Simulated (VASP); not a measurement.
These are optB88-vdW, VASP's PBE PAW potentials (set 64) (plane waves; VASP) values and carry that method's errors.

Input for VASP

**POSCAR**
```
PbSe
1
    0.0000000000     3.0685418240     3.0685418240
    3.0685418240     0.0000000000     3.0685418240
    3.0685418240     3.0685418240     0.0000000000
Pb Se
1 1
Direct
  0.0000000000   0.0000000000   0.0000000000
  0.5000000000   0.5000000000   0.5000000000
```

**INCAR**
```
SYSTEM = PbSe
PREC = Accurate
ENCUT = 520
EDIFF = 1E-7
NELM = 100
ALGO = Normal
LREAL = .FALSE.
LASPH = .TRUE.
ISMEAR = 0
SIGMA = 0.05
GGA = BO
PARAM1 = 0.1833333333
PARAM2 = 0.22
LUSE_VDW = .TRUE.
AGGAC = 0.0
LMAXMIX = 4
LWAVE = .FALSE.
LCHARG = .FALSE.
ISIF = 2
```

**KPOINTS**
```
K-points
0
gamma
7 7 7
```

POTCAR, in this order: Pb_d Se (PBE.64 set). Program: vasp_std.

Output of the run:

File OSZICAR:
```
       N       E                     dE             d eps       ncg     rms          rms(c)
DAV:   1     0.168480672918E+03    0.16848E+03   -0.96604E+03   566   0.145E+03
DAV:   2     0.894387236331E+01   -0.15954E+03   -0.15598E+03   596   0.359E+02
DAV:   3    -0.345455274719E+01   -0.12398E+02   -0.12280E+02   728   0.106E+02
DAV:   4    -0.373301477275E+01   -0.27846E+00   -0.27834E+00   602   0.194E+01
DAV:   5    -0.374320087883E+01   -0.10186E-01   -0.10186E-01   742   0.365E+00    0.273E+00
DAV:   6    -0.339648047574E+01    0.34672E+00   -0.96936E-01   768   0.721E+00    0.140E+00
DAV:   7    -0.339396313386E+01    0.25173E-02   -0.14091E-01   642   0.202E+00    0.827E-01
DAV:   8    -0.339774014856E+01   -0.37770E-02   -0.16459E-02   584   0.172E+00    0.206E-01
DAV:   9    -0.339690794076E+01    0.83221E-03   -0.36086E-03   818   0.700E-01    0.561E-02
DAV:  10    -0.339698749105E+01   -0.79550E-04   -0.26860E-04   614   0.150E-01    0.195E-02
DAV:  11    -0.339699476425E+01   -0.72732E-05   -0.52850E-05   720   0.847E-02    0.522E-03
DAV:  12    -0.339699484310E+01   -0.78849E-07   -0.35503E-06   692   0.173E-02    0.192E-03
DAV:  13    -0.339699471921E+01    0.12389E-06   -0.24701E-07   632   0.423E-03    0.136E-03
DAV:  14    -0.339699477773E+01   -0.58521E-07   -0.10494E-08   346   0.109E-03
   1 F= -.33969948E+01 E0= -.33969948E+01  d E =-.222072E-16
```

OUTCAR:
```
------------------------ aborting loop because EDIFF is reached ----------------------------------------
  FORCE on cell =-STRESS in cart. coord.  units (eV):
  Direction    XX          YY          ZZ          XY          YZ          ZX
  --------------------------------------------------------------------------------------
  Total        0.5809374      0.5809374      0.5809374     -0.0000000     -0.0000000     -0.0000000
  in kB       16.1069677     16.1069677     16.1069677     -0.0000000     -0.0000000     -0.0000000
  external PRESSURE =      16.1069677 kB  Pullay stress =       0.0000000 kB
  volume of cell :       57.79
      direct lattice vectors                 reciprocal lattice vectors
     0.000000000  3.068541824  3.068541824    -0.162943844  0.162943844  0.162943844
     3.068541824  0.000000000  3.068541824     0.162943844 -0.162943844  0.162943844
     3.068541824  3.068541824  0.000000000     0.162943844  0.162943844 -0.162943844
  FREE ENERGIE OF THE ION-ELECTRON SYSTEM (eV)
  ---------------------------------------------------
  free  energy   TOTEN  =        -3.3969947777 eV

  energy  without entropy=       -3.3969947777  energy(sigma->0) =       -3.39699478
```
(Selected blocks of OUTCAR.)

The compound is PbSe in the rock salt structure. This cell is one point of a volume scan, at 0.97 of the reference volume.
